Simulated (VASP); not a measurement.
Calculation: PBE GGA, VASP's PBE PAW potentials (set 64) (plane waves; VASP).

VASP ran on this input.

POSCAR:
```
AlN
1.0
  1.5647520561  -2.7102300566   0.0000000000
  1.5647520561   2.7102300566   0.0000000000
  0.0000000000   0.0000000000   5.0149330207
Al N
2 2
Cart
  1.5647520561  -0.9034118257   2.5080892417
  1.5647520561   0.9034118257   0.0006227313
  1.5647520561  -0.9034118257   4.4225481929
  1.5647520561   0.9034118257   1.9150816826
```

File KPOINTS:
```
k-points along high-symmetry lines
10
Line-mode
Reciprocal
  0.000000   0.000000   0.000000 ! GAMMA
  0.000000   0.500000   0.000000 ! M

  0.000000   0.500000   0.000000 ! M
 -0.333333   0.666667   0.000000 ! K

 -0.333333   0.666667   0.000000 ! K
  0.000000   0.000000   0.000000 ! GAMMA

  0.000000   0.000000   0.000000 ! GAMMA
  0.000000   0.000000   0.500000 ! A

  0.000000   0.000000   0.500000 ! A
  0.000000   0.500000   0.500000 ! L

  0.000000   0.500000   0.500000 ! L
 -0.333333   0.666667   0.500000 ! H

 -0.333333   0.666667   0.500000 ! H
  0.000000   0.000000   0.500000 ! A

  0.000000   0.500000   0.500000 ! L
  0.000000   0.500000   0.000000 ! M

 -0.333333   0.666667   0.500000 ! H
 -0.333333   0.666667   0.000000 ! K
```

INCAR:
```
ALGO  =  Normal
EDIFF  =  1E-7
ENCUT  =  520
GGA  =  PE
ICHARG  =  11
ISMEAR  =  0
LASPH  =  T
LCHARG  =  F
LORBIT  =  11
LREAL  =  F
LWAVE  =  F
NELM  =  100
PREC  =  Accurate
SIGMA  =  0.05
SYSTEM  =  AlN
```

POTCAR, in this order: Al N (PBE.64 set). Program: vasp_std. Read from the step before: CHGCAR.

Output of the run:

File OSZICAR:
```
       N       E                     dE             d eps       ncg     rms          rms(c)
DAV:   1     0.460458860481E+02    0.46046E+02   -0.74374E+03  2160   0.118E+03
DAV:   2    -0.255815917888E+02   -0.71627E+02   -0.65417E+02  3132   0.205E+02
DAV:   3    -0.290245122082E+02   -0.34429E+01   -0.34243E+01  2808   0.486E+01
DAV:   4    -0.290560278834E+02   -0.31516E-01   -0.31506E-01  2516   0.535E+00
DAV:   5    -0.290565342823E+02   -0.50640E-03   -0.50637E-03  2764   0.687E-01
DAV:   6    -0.290565469674E+02   -0.12685E-04   -0.12685E-04  2532   0.111E-01
DAV:   7    -0.290565473503E+02   -0.38293E-06   -0.38292E-06  2712   0.192E-02
DAV:   8    -0.290565473620E+02   -0.11671E-07   -0.11696E-07  2028   0.344E-03
   1 F= -.29056547E+02 E0= -.29056547E+02  d E =-.489319E-16
```

OUTCAR:
```
 val. band max:        5.9792794103   @ k =   0.0000   0.0000   0.0000

 cond. band min:      10.0275842347   @ k =   0.0000   0.0000   0.0000



 k-point     1 :       0.0000    0.0000    0.0000
  band No.  band energies     occupation
      1      -9.0993      2.00000
      2      -7.0118      2.00000
      3       0.0666      2.00000
      4       5.1259      2.00000
      5       5.1259      2.00000
      6       5.7698      2.00000
      7       5.7698      2.00000
      8       5.9793      2.00000
      9      10.0276      0.00000
     10      12.4889      0.00000
     11      16.4458      0.00000
     12      17.0047      0.00000

 k-point     2 :       0.0000    0.0556    0.0000
  band No.  band energies     occupation
      1      -9.0606      2.00000
      2      -6.9897      2.00000
      3       0.1128      2.00000
      4       4.9388      2.00000
      5       5.0728      2.00000
      6       5.5720      2.00000
      7       5.7648      2.00000
      8       5.9633      2.00000
      9      10.2280      0.00000
     10      12.6608      0.00000
     11      16.2856      0.00000
     12      16.7098      0.00000

 k-point     3 :       0.0000    0.1111    0.0000
  band No.  band energies     occupation
      1      -8.9460      2.00000
      2      -6.9260      2.00000
      3       0.2506      2.00000
      4       4.4292      2.00000
      5       4.9321      2.00000
      6       5.0901      2.00000
      7       5.7408      2.00000
      8       5.9091      2.00000
      9      10.7185      0.00000
     10      13.0962      0.00000
     11      15.8180      0.00000
     12      16.0926      0.00000

 k-point     4 :       0.0000    0.1667    0.0000
  band No.  band energies     occupation
      1      -8.7600      2.00000
      2      -6.8287      2.00000
      3       0.4767      2.00000
      4       3.7225      2.00000
      5       4.4836      2.00000
      6       4.7408      2.00000
      7       5.6883      2.00000
...
```

The density is held fixed in this step, so its total energy and stress have no physical meaning.

The compound is AlN in the wurtzite structure. It was relaxed first.
